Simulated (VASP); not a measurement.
Data:

```yaml
crystal:
  lattice:
    - [4.03360, 0.00000, 0.00000]
    - [0.00000, 4.03360, 0.00000]
    - [0.00000, 0.00000, 4.03360]
  atoms:
    - { symbol: K, position: [0.00000, 0.00000, 0.00000] }
    - { symbol: Ta, position: [0.50000, 0.50000, 0.50000] }
    - { symbol: O, position: [0.50000, 0.00000, 0.50000] }
    - { symbol: O, position: [0.00000, 0.50000, 0.50000] }
    - { symbol: O, position: [0.50000, 0.50000, 0.00000] }
```

Computed with MS2 meta-GGA, VASP's PBE PAW potentials (set 64) (plane waves; VASP). Settings: 520 eV cut-off, 6×6×6 Γ-centred mesh, Gaussian smearing of 0.050 eV, potentials K_sv Ta_pv O.

Unless said otherwise, spin-orbit coupling is left out, though it shifts the bands of the heavy elements here.

Q: Predict the energy per atom (σ→0), pressure, band gap (on the k-mesh) with the smallest direct gap where there is one.

A: 
```json
{
 "band gap (on the k-mesh)": "2.22 eV",
 "smallest direct gap (on the k-mesh)": "2.87 eV",
 "energy per atom (σ→0)": "-7.315 eV/atom",
 "pressure": "-57.4 kbar"
}
```

The absolute energy has meaning only against runs of the same code, potentials and settings.

The compound is KTaO3 in the cubic perovskite structure. This cell is one point of a volume scan, at 1.03 of the reference volume.
